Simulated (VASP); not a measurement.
Method: r2SCAN meta-GGA, VASP's PBE PAW potentials (set 64) (plane waves; VASP 6.6.1).

VASP input:

**KPOINTS**
```
Automatic mesh
0
Gamma
6 6 6
0 0 0
```

**INCAR**
```
SYSTEM = KZnF3
PREC = Accurate
ENCUT = 520
EDIFF = 1E-7
NELM = 100
ALGO = Normal
LREAL = .FALSE.
LASPH = .TRUE.
ISMEAR = 0
SIGMA = 0.05
METAGGA = R2SCAN
LMIXTAU = .TRUE.
LMAXMIX = 4
LWAVE = .FALSE.
LCHARG = .FALSE.
ISIF = 2
```

File POSCAR:
```
KZnF3
4.0901020
  0.9999999066   0.0000000000   0.0000000000
  0.0000000000   0.9999999066   0.0000000000
  0.0000000000   0.0000000000   0.9999999066
K Zn F
1 1 3
Cartesian
  0.0000000000   0.0000000000   0.0000000000
  0.4999999533   0.4999999533   0.4999999533
  0.4999999533   0.0000000000   0.4999999533
  0.0000000000   0.4999999533   0.4999999533
  0.4999999533   0.4999999533   0.0000000000
```

POTCAR, in this order: K_sv Zn F (PBE.64 set). Program: vasp_std.

What will the output report for the number of irreducible k-points (NKPTS), largest plane-wave count, number of space-group operations, FFT grid (NGX, NGY, NGZ)?

```json
{
  "number of irreducible k-points (NKPTS)": "20",
  "largest_plane_wave_count": "1856",
  "number_of_space_group_operations": "48",
  "FFT grid (NGX, NGY, NGZ)": "30 × 30 × 30"
}
```

The compound is KZnF3 in the cubic perovskite structure. This cell is one point of a volume scan, at 1.03 of the reference volume.
